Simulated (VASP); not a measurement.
All values below come from PBEsol GGA, VASP's PBE PAW potentials (set 64) (plane waves; VASP).

Input for VASP

INCAR:
```
# general
SYSTEM  = BaTiO3
PREC    = Accurate
ENCUT   = 520
LREAL   = .FALSE.
LASPH   = .TRUE.

# electronic loop
EDIFF   = 1E-7
NELM    = 100
ALGO    = Normal
LMAXMIX = 4

# smearing
ISMEAR  = -5

# functional
GGA     = PS

# ions
ISIF    = 2

# output
LWAVE   = .FALSE.
LCHARG  = .TRUE.
LORBIT  = 11
NEDOS   = 601
```

### KPOINTS
```
Automatic
0
G
 6 6 6
```

File POSCAR:
```
BaTiO3
1
    3.9837729849     0.0000000000     0.0000000000
    0.0000000000     3.9837729849     0.0000000000
    0.0000000000     0.0000000000     3.9837729849
Ba Ti O
1 1 3
Direct
  0.0000000000   0.0000000000   0.0000000000
  0.5000000000   0.5000000000   0.5000000000
  0.5000000000   0.0000000000   0.5000000000
  0.0000000000   0.5000000000   0.5000000000
  0.5000000000   0.5000000000   0.0000000000
```

POTCAR, in this order: Ba_sv Ti_sv O (PBE.64 set). Program: vasp_std.

Output of the run:

**OUTCAR**
```
 ion  position               nearest neighbor table
   1  0.000  0.000  0.000-   3 2.82   4 2.82   5 2.82   3 2.82   4 2.82   4 2.82   5 2.82   4 2.82
                             3 2.82   5 2.82   3 2.82   5 2.82   2 3.45   2 3.45   2 3.45   2 3.45
   2  0.500  0.500  0.500-   3 1.99   4 1.99   5 1.99   5 1.99   3 1.99   4 1.99   1 3.45   1 3.45
                             1 3.45   1 3.45   1 3.45   1 3.45   1 3.45   1 3.45
   3  0.500  0.000  0.500-   2 1.99   2 1.99   1 2.82   1 2.82   1 2.82   1 2.82
   4  0.000  0.500  0.500-   2 1.99   2 1.99   1 2.82   1 2.82   1 2.82   1 2.82
   5  0.500  0.500  0.000-   2 1.99   2 1.99   1 2.82   1 2.82   1 2.82   1 2.82
  LATTYP: Found a simple cubic cell.
 ALAT       =     3.9837729849
 Subroutine PRICEL returns:
 Original cell was already a primitive cell.
 Subroutine GETGRP returns: Found 48 space group operations
The static configuration has the point symmetry O_h .
The dynamic configuration has the point symmetry O_h .
 Subroutine INISYM returns: Found 48 space group operations
 Subroutine IBZKPT returns following result:
 Found     20 irreducible k-points:

 Following reciprocal coordinates:
            Coordinates               Weight
  0.000000  0.000000  0.000000      1.000000
  0.166667  0.000000  0.000000      6.000000
  0.333333  0.000000  0.000000      6.000000
  0.500000  0.000000  0.000000      3.000000
  0.166667  0.166667  0.000000     12.000000
  0.333333  0.166667  0.000000     24.000000
  0.500000  0.166667  0.000000     12.000000
  0.333333  0.333333  0.000000     12.000000
  0.500000  0.333333  0.000000     12.000000
  0.500000  0.500000  0.000000      3.000000
  0.166667  0.166667  0.166667      8.000000
  0.333333  0.166667  0.166667     24.000000
  0.500000  0.166667  0.166667     12.000000
  0.333333  0.333333  0.166667     24.000000
  0.500000  0.333333  0.166667     24.000000
  0.500000  0.500000  0.166667      6.000000
  0.333333  0.333333  0.333333      8.000000
  0.500000  0.333333  0.333333     12.000000
  0.500000  0.500000  0.333333      6.000000
...
```

### OSZICAR
```
       N       E                     dE             d eps       ncg     rms          rms(c)
DAV:   1     0.447782397830E+03    0.44778E+03   -0.21330E+04   960   0.180E+03
DAV:   2    -0.634607326306E+01   -0.45413E+03   -0.44808E+03  1192   0.487E+02
DAV:   3    -0.503489629366E+02   -0.44003E+02   -0.43938E+02  1448   0.147E+02
DAV:   4    -0.522051274513E+02   -0.18562E+01   -0.18552E+01  1352   0.264E+01
DAV:   5    -0.522762729844E+02   -0.71146E-01   -0.71142E-01  1336   0.387E+00    0.235E+01
DAV:   6    -0.421428523345E+02    0.10133E+02   -0.68382E+01  1440   0.761E+01    0.101E+01
DAV:   7    -0.421274748018E+02    0.15378E-01   -0.10363E+01  1200   0.232E+01    0.652E+00
DAV:   8    -0.420062342864E+02    0.12124E+00   -0.15642E+00  1264   0.122E+01    0.238E+00
DAV:   9    -0.419892737545E+02    0.16961E-01   -0.25224E-01  1184   0.411E+00    0.964E-01
DAV:  10    -0.419904738499E+02   -0.12001E-02   -0.10958E-01  1240   0.230E+00    0.835E-01
DAV:  11    -0.419818839443E+02    0.85899E-02   -0.78124E-02  1384   0.202E+00    0.226E-01
DAV:  12    -0.419811833714E+02    0.70057E-03   -0.38386E-03  1216   0.574E-01    0.610E-02
DAV:  13    -0.419812845213E+02   -0.10115E-03   -0.22661E-03  1320   0.336E-01    0.941E-02
DAV:  14    -0.419811496643E+02    0.13486E-03   -0.65751E-04  1240   0.174E-01    0.228E-02
DAV:  15    -0.419811484118E+02    0.12525E-05   -0.33358E-05  1200   0.415E-02    0.682E-03
DAV:  16    -0.419811480205E+02    0.39133E-06   -0.61509E-06  1376   0.157E-02    0.224E-03
DAV:  17    -0.419811480728E+02   -0.52251E-07   -0.11998E-06  1240   0.108E-02    0.311E-03
DAV:  18    -0.419811479246E+02    0.14815E-06   -0.33184E-07   968   0.565E-03    0.757E-04
DAV:  19    -0.419811479195E+02    0.51332E-08   -0.24638E-08   536   0.139E-03
   1 F= -.41981148E+02 E0= -.41981148E+02  d E =0.000000E+00
```

File OUTCAR:
```
------------------------ aborting loop because EDIFF is reached ----------------------------------------
  FORCE on cell =-STRESS in cart. coord.  units (eV):
  Direction    XX          YY          ZZ          XY          YZ          ZX
  --------------------------------------------------------------------------------------
  Total        0.0259762      0.0259762      0.0259762      0.0000000      0.0000000     -0.0000000
  in kB        0.6582671      0.6582671      0.6582671      0.0000000      0.0000000     -0.0000000
  external PRESSURE =       0.6582671 kB  Pullay stress =       0.0000000 kB
  volume of cell :       63.22
      direct lattice vectors                 reciprocal lattice vectors
     3.983772985  0.000000000  0.000000000     0.251018320  0.000000000  0.000000000
     0.000000000  3.983772985  0.000000000     0.000000000  0.251018320  0.000000000
     0.000000000  0.000000000  3.983772985     0.000000000  0.000000000  0.251018320
 POSITION                                       TOTAL-FORCE (eV/Angst)
 -----------------------------------------------------------------------------------
      0.00000      0.00000      0.00000         0.000000      0.000000      0.000000
      1.99189      1.99189      1.99189         0.000000      0.000000      0.000000
      1.99189      0.00000      1.99189         0.000000      0.000000      0.000000
      0.00000      1.99189      1.99189         0.000000      0.000000      0.000000
      1.99189      1.99189      0.00000         0.000000      0.000000      0.000000
 -----------------------------------------------------------------------------------
    total drift:                                0.000000      0.000000     -0.000000
  FREE ENERGIE OF THE ION-ELECTRON SYSTEM (eV)
  ---------------------------------------------------
  free  energy   TOTEN  =       -41.9811479195 eV

  energy  without entropy=      -41.9811479195  energy(sigma->0) =      -41.98114792

 total charge

# of ion       s       p       d       tot
------------------------------------------
    1        2.004   5.636   0.347   7.987
    2        2.216   6.284   1.722  10.222
    3        1.559   3.453   0.000   5.013
    4        1.559   3.453   0.000   5.013
    5        1.559   3.453   0.000   5.013
--------------------------------------------------
tot          8.899  22.279   2.069  33.247
```
(Selected blocks of OUTCAR.)

The compound is BaTiO3 in the cubic perovskite structure, the ideal cubic form; the compound distorts at low or room temperature. It was relaxed first.
